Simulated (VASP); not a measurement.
Input:

```yaml
crystal:
  lattice:
    - [-2.69178, 2.69178, 2.69178]
    - [2.69178, -2.69178, 2.69178]
    - [2.69178, 2.69178, -2.69178]
  atoms:
    - { symbol: K, position: [0.00000, 0.00000, 0.00000] }
```

These are PW91 GGA, VASP's PBE PAW potentials (set 64) (plane waves; VASP) values and carry that method's errors. Settings: 520 eV cut-off, 10×10×10 Γ-centred mesh, first-order Methfessel-Paxton smearing of 0.10 eV, potentials K_sv.

### Question
The job: K (bcc), 1 atom, PW91, static run, 520 eV, 10×10×10 Γ-centred mesh. Roughly how much core time does it take on a busy server core?

### Answer
About 20 core-seconds (one run on a shared machine, a rough figure). It had 47 irreducible k-points, 8 bands, up to 2123 plane waves and 11 electronic steps.

The compound is K in the bcc structure. This cell is one point of a volume scan, at 1.06 of the reference volume.
